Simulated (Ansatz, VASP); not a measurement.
## One calculation of OsBr, two programs

```xyz
2
Lattice="3.5335 0.0000 0.0000 0.0000 3.5335 0.0000 0.0000 0.0000 3.5335" Properties=species:S:1:pos:R:3 pbc="T T T"
Os    0.0000    0.0000    0.0000
Br    1.7667    1.7667    1.7667
```

Alike in both runs: task single point; functional PBE; k mesh 6 × 6 × 6; occupations gaussian, width 0.1 eV; collinear spin.

```csv
,VASP,Ansatz
version,VASP 6.6.1,Ansatz 0.2.0
potentials or method,"VASP PAW PBE potentials, release 64 (Os, Br)","scalar-relativistic, plane waves, PAW"
plane-wave cutoff (eV),520,420
valence electrons in the cell,15,23
```

```csv
,VASP,Ansatz,Ansatz less VASP
gap on the k mesh at the Fermi level (eV),none,none,-
pressure (GPa),-19.1,-19.2,-0.01
net moment per atom (μB),0.34,0.34,-0.002
size of the moment on the site where the two differ most (μB),0.64,0.61,-0.023
```

Site moments also hang on the region over which each program counts them. A gap of «none» marks a metal or a gap that the smearing closes. With one functional, cell and mesh, what is left measures potentials, basis and numerics. The two sets of potentials don't hold the same shells in valence.

Caveats: so large a pressure means that the cell lies far from this level's equilibrium, or that cutoff or potentials fall short (VASP). Spin-orbit coupling is left out, which matters for the levels of Os.
